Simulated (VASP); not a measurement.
Consider the following.

```
CELL_PARAMETERS angstrom
      3.81885     0.00000     0.00000
      0.00000     3.81885     0.00000
      0.00000     0.00000     3.81885
ATOMIC_POSITIONS crystal
  Ti 0.00000 0.00000 0.00000
  Pt 0.00000 0.50000 0.50000
  Pt 0.50000 0.00000 0.50000
  Pt 0.50000 0.50000 0.00000
```

All values below come from PBEsol GGA, VASP's PBE PAW potentials (set 64) (plane waves; VASP 6.6.1). Numerical set-up: 520 eV cut-off, 8×8×8 Γ-centred mesh, first-order Methfessel-Paxton smearing of 0.10 eV, potentials Ti_sv Pt.

Unless said otherwise, spin-orbit coupling is left out, though it shifts the bands of the heavy elements here.

Problem. Predict the energy per atom (σ→0), pressure, band gap (on the k-mesh) with the smallest direct gap where there is one.

Solution. 
```
Quantity                                                     Value
------------------------  ----------------------------------------
band gap (on the k-mesh)  none (metal, semimetal or under 0.01 eV)
energy per atom (σ→0)                               -8.138 eV/atom
pressure                                                 19.15 GPa
```

The absolute energy has meaning only against runs of the same code, potentials and settings.

The compound is Pt3Ti in the L1_2 structure. This cell is one point of a volume scan, at 0.94 of the reference volume.
